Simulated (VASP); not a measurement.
Given:

```
AuCu3
1.0
    3.73114     0.00000     0.00000
    0.00000     3.73114     0.00000
    0.00000     0.00000     3.73114
Cu Au
3 1
Direct
  0.00000   0.50000   0.50000
  0.50000   0.00000   0.50000
  0.50000   0.50000   0.00000
  0.00000   0.00000   0.00000
```

Level of theory: vdW-DF-cx, VASP's PBE PAW potentials (set 64) (plane waves; VASP). Settings: 520 eV cut-off, 9×9×9 Γ-centred mesh, tetrahedra with Blöchl corrections, potentials Cu Au.

Unless said otherwise, spin-orbit coupling is left out, though it shifts the bands of the heavy elements here.

Task: Tabulate the total density of states (states/eV per cell) against energy (eV; zero at the valence-band maximum or, without a gap, the Fermi level).

Result: 
(E (eV), DOS (states/eV)): (-9.91, 0.00); (-9.36, 0.18); (-8.82, 0.32); (-8.27, 0.46); (-7.73, 0.80); (-7.18, 0.82); (-6.64, 2.30); (-5.98, 3.76); (-5.44, 16.0); (-4.89, 2.79); (-4.35, 7.41); (-3.80, 1.53); (-3.25, 12.3); (-2.71, 13.3); (-2.16, 11.7); (-1.62, 9.63); (-1.07, 1.33); (-0.53, 1.42); (0.13, 0.85); (0.67, 1.35); (1.22, 1.10); (1.76, 1.08); (2.31, 0.95); (2.85, 0.81); (3.40, 0.99)
Within 2 eV below the Fermi level the largest weight inside VASP's projection spheres is Cu d.

The compound is Cu3Au in the L1_2 structure. It was relaxed first.
